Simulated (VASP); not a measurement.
Here is the system:

```xyz
5
Lattice="2.2832 -3.9547 0.0000 2.2832 3.9547 0.0000 0.0000 0.0000 7.1735" Properties=species:S:1:pos:R:3 pbc="T T T"
Mg     2.2832     3.9547     0.0000
Mg     2.2832     1.3182     4.5426
Mg     2.2832    -1.3182     2.6309
Sb     2.2832     1.3182     1.6047
Sb     2.2832    -1.3182     5.5689
```

Calculation: AM05 GGA, VASP's PBE PAW potentials (set 64) (plane waves; VASP). Run with 520 eV cut-off, Gaussian smearing of 0.050 eV, potentials Mg Sb.

Unless said otherwise, spin-orbit coupling is left out, though it shifts the bands of the heavy elements here.

**Question.** Give the energies of bands 3 to 11 at the high-symmetry points, in eV from the valence-band maximum.

**Answer.** 
```csv
band,Γ,M,K,A,L,H
3,-5.04,-4.80,-4.50,-3.12,-5.07,-4.45
4,-1.21,-3.87,-3.71,-3.10,-4.71,-4.45
5,-1.21,-3.37,-3.71,-0.86,-2.00,-4.15
6,-0.48,-2.44,-2.67,-0.86,-1.74,-3.44
7,-0.48,-2.29,-2.67,-0.84,-1.72,-1.02
8,0.00,-0.96,-2.62,-0.84,-1.60,-1.02
9,1.05,0.25,0.19,1.60,0.43,1.70
10,1.08,1.87,4.06,1.78,1.21,1.70
11,2.93,2.11,4.17,2.57,1.68,2.47
```

The gap is indirect, 0.17 eV, from the valence maximum at Γ to the conduction minimum at L-M at 0.33.

The compound is Mg3Sb2 in the a-la2o3 structure. It was relaxed first.
